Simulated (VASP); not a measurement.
Data:

```yaml
crystal:
  lattice:
    - [0.00000, 2.71031, 2.71031]
    - [2.71031, 0.00000, 2.71031]
    - [2.71031, 2.71031, 0.00000]
  atoms:
    - { symbol: K, position: [0.00000, 0.00000, 0.00000] }
    - { symbol: F, position: [0.50000, 0.50000, 0.50000] }
```

Computed with PBE GGA, VASP's PBE PAW potentials (set 64) (plane waves; VASP). Settings: 520 eV cut-off, 9×9×9 Γ-centred mesh, tetrahedra with Blöchl corrections, potentials K_sv F.

Q: What does the run give for the energy per atom (σ→0), band gap (on the k-mesh) with the smallest direct gap where there is one?

A: 
```
Quantity                                      Value
-----------------------------------  --------------
band gap (on the k-mesh)                    5.95 eV
smallest direct gap (on the k-mesh)         5.95 eV
energy per atom (σ→0)                -4.150 eV/atom
```

Only differences to runs with the same potentials and settings are physical.

The compound is KF in the rock salt structure. It was relaxed first.
